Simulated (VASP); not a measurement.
Output of a VASP run:

File OSZICAR:
```
...
DAV:   4    -0.195355690856E+02   -0.75402E-03   -0.37801E-04  3816   0.248E-01    0.199E-02
DAV:   5    -0.195354960427E+02    0.73043E-04   -0.93017E-05  4736   0.119E-01    0.151E-02
DAV:   6    -0.195356213063E+02   -0.12526E-03   -0.40340E-05  4400   0.741E-02    0.326E-03
DAV:   7    -0.195356275638E+02   -0.62575E-05   -0.12600E-06  4640   0.129E-02    0.147E-03
DAV:   8    -0.195356287344E+02   -0.11705E-05   -0.11749E-07  2512   0.385E-03    0.130E-03
DAV:   9    -0.195356295208E+02   -0.78642E-06   -0.32081E-07  3512   0.601E-03
  14 F= -.19535630E+02 E0= -.19535630E+02  d E =-.564192E-01
       N       E                     dE             d eps       ncg     rms          rms(c)
DAV:   1    -0.195356732942E+02   -0.44560E-04   -0.29628E-03  3784   0.485E-01    0.312E-02
DAV:   2    -0.195356393792E+02    0.33915E-04   -0.51806E-05  4968   0.643E-02    0.167E-02
DAV:   3    -0.195356253734E+02    0.14006E-04   -0.45003E-05  4448   0.551E-02    0.376E-03
DAV:   4    -0.195356296920E+02   -0.43186E-05   -0.26953E-06  3808   0.212E-02    0.151E-03
DAV:   5    -0.195356296347E+02    0.57300E-07   -0.77979E-07  4208   0.109E-02
  15 F= -.19535630E+02 E0= -.19535630E+02  d E =-.564193E-01
       N       E                     dE             d eps       ncg     rms          rms(c)
DAV:   1    -0.195357367598E+02   -0.10707E-03   -0.49841E-02  4232   0.220E+00    0.114E-01
DAV:   2    -0.195354740982E+02    0.26266E-03   -0.76094E-04  6264   0.267E-01    0.904E-02
DAV:   3    -0.195353009429E+02    0.17316E-03   -0.38773E-04  4560   0.170E-01    0.103E-02
DAV:   4    -0.195353656471E+02   -0.64704E-04   -0.57948E-05  4016   0.912E-02    0.134E-02
DAV:   5    -0.195353385743E+02    0.27073E-04   -0.30264E-05  3744   0.606E-02    0.623E-03
DAV:   6    -0.195353812656E+02   -0.42691E-04   -0.14826E-05  3832   0.401E-02    0.638E-04
DAV:   7    -0.195353821978E+02   -0.93228E-06   -0.32992E-07  2880   0.618E-03
  16 F= -.19535382E+02 E0= -.19535382E+02  d E =0.247437E-03
       N       E                     dE             d eps       ncg     rms          rms(c)
DAV:   1    -0.195360464342E+02   -0.66517E-03   -0.16383E-02  4304   0.126E+00    0.654E-02
DAV:   2    -0.195359571707E+02    0.89263E-04   -0.25097E-04  6160   0.153E-01    0.518E-02
DAV:   3    -0.195358942829E+02    0.62888E-04   -0.12667E-04  4600   0.981E-02    0.591E-03
DAV:   4    -0.195359177600E+02   -0.23477E-04   -0.20398E-05  3968   0.542E-02    0.788E-03
DAV:   5    -0.195359112188E+02    0.65413E-05   -0.98939E-06  3808   0.348E-02    0.344E-03
DAV:   6    -0.195359239015E+02   -0.12683E-04   -0.44468E-06  3776   0.221E-02    0.371E-04
DAV:   7    -0.195359241745E+02   -0.27303E-06   -0.10925E-07  2040   0.356E-03
  17 F= -.19535924E+02 E0= -.19535924E+02  d E =-.294540E-03
       N       E                     dE             d eps       ncg     rms          rms(c)
DAV:   1    -0.195360163541E+02   -0.92453E-04   -0.57890E-03  3768   0.723E-01    0.342E-02
DAV:   2    -0.195359851314E+02    0.31223E-04   -0.65206E-05  4576   0.766E-02    0.168E-02
DAV:   3    -0.195359674771E+02    0.17654E-04   -0.43665E-05  4520   0.622E-02    0.480E-03
DAV:   4    -0.195359779555E+02   -0.10478E-04   -0.91442E-06  3744   0.381E-02    0.159E-03
DAV:   5    -0.195359815603E+02   -0.36048E-05   -0.14314E-06  4368   0.147E-02    0.131E-03
DAV:   6    -0.195359816316E+02   -0.71255E-07   -0.13106E-07  1984   0.403E-03
  18 F= -.19535982E+02 E0= -.19535982E+02  d E =-.574570E-04
```

### OUTCAR
```
------------------------ aborting loop because EDIFF is reached ----------------------------------------
  FORCE on cell =-STRESS in cart. coord.  units (eV):
  Direction    XX          YY          ZZ          XY          YZ          ZX
  --------------------------------------------------------------------------------------
  Total        0.0041955      0.0041955      0.0197811      0.0000000     -0.0000000      0.0000000
  in kB        0.4606875      0.4606875      2.1720958      0.0000000     -0.0000004      0.0000000
  external PRESSURE =       1.0311569 kB  Pullay stress =       0.0000000 kB
  volume of cell :       14.59
      direct lattice vectors                 reciprocal lattice vectors
     1.224209361  0.706797067  2.810482315     0.408426872  0.235805386  0.118603644
    -1.224209361  0.706797067  2.810482315    -0.408426872  0.235805386  0.118603644
    -0.000000000 -1.413595615  2.810482446     0.000000000 -0.471610751  0.118603520
 POSITION                                       TOTAL-FORCE (eV/Angst)
 -----------------------------------------------------------------------------------
     -0.00000     -0.00000      1.40114         0.000000      0.000000     -0.005236
     -0.00000     -0.00000      7.03030        -0.000000     -0.000000      0.005236
 -----------------------------------------------------------------------------------
    total drift:                               -0.000000      0.000000     -0.000000
  FREE ENERGIE OF THE ION-ELECTRON SYSTEM (eV)
  ---------------------------------------------------
  free  energy   TOTEN  =       -19.5359816316 eV

  energy  without entropy=      -19.5359816316  energy(sigma->0) =      -19.53598163

 reached required accuracy - stopping structural energy minimisation
```
(Selected blocks of OUTCAR.)

POSCAR:
```
C
1
    1.0906280000     0.6296740000     2.0224370000
   -1.0906280000     0.6296740000     2.0224370000
    0.0000000000    -1.2593490000     2.0224370000
C
2
Direct
  0.2275400000   0.2275400000   0.2275400000
  0.7724600000   0.7724600000   0.7724600000
```

Q: Write an INCAR and KPOINTS that could have produced this output.

A: This is not unique; one that fits is the input of the run itself, r2SCAN meta-GGA, plane waves, VASP's PBE PAW potentials (set 64).

**INCAR**
```
ALGO  =  Normal
EDIFF  =  1E-6
EDIFFG  =  -0.01
ENCUT  =  520
IBRION  =  2
ISIF  =  3
ISMEAR  =  0
LASPH  =  .TRUE.
LCHARG  =  .FALSE.
LMIXTAU  =  .TRUE.
LREAL  =  .FALSE.
LWAVE  =  .FALSE.
METAGGA  =  R2SCAN
NELM  =  100
NSW  =  60
PREC  =  Accurate
SIGMA  =  0.05
SYSTEM  =  C
```

**KPOINTS**
```
Regular mesh
0
gamma
 13 13 13
```

POTCAR, in this order: C (PBE.64 set). Program: vasp_std.

Energy and stress use the plane-wave basis of the starting cell.

The structure was generated: C was put into the A7 type (R-3m), which need not be its known phase. This run relaxes it. Symmetry was kept, so distortions that lower it aren't found.
